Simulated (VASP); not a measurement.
Data:

```
CELL_PARAMETERS angstrom
      2.79168     1.61177     4.73180
     -2.79168     1.61177     4.73180
      0.00000    -3.22355     4.73180
ATOMIC_POSITIONS crystal
  Gd 0.29205 0.29205 0.29205
  Gd 0.79205 0.79205 0.79205
  Sc 0.01450 0.01450 0.01450
  Sc 0.51450 0.51450 0.51450
  O  0.72578 0.14671 0.37125
  O  0.37125 0.72578 0.14671
  O  0.14671 0.37125 0.72578
  O  0.87125 0.64671 0.22578
  O  0.22578 0.87125 0.64671
  O  0.64671 0.22578 0.87125
```

Method: PBEsol GGA, VASP's PBE PAW potentials (set 64) (plane waves; VASP). Run with 520 eV cut-off, 6×6×6 Γ-centred mesh, tetrahedra with Blöchl corrections, potentials Gd_3 Sc_sv O.

The 4f electrons are frozen in the core of the lanthanide potential, so 4f levels, which can set the real gap, and their magnetism are missing.

What does the run give for the energy per atom (σ→0), band gap (on the k-mesh) with the smallest direct gap where there is one?

```yaml
band gap (on the k-mesh): 4.42 eV
smallest direct gap (on the k-mesh): 4.42 eV
energy per atom (σ→0): -872.4 kJ/mol of atoms
```

Only differences to runs with the same potentials and settings are physical.

The structure was generated: GdScO3 was put into the LiNbO3 type (R3c), which need not be its known phase. It was relaxed first.
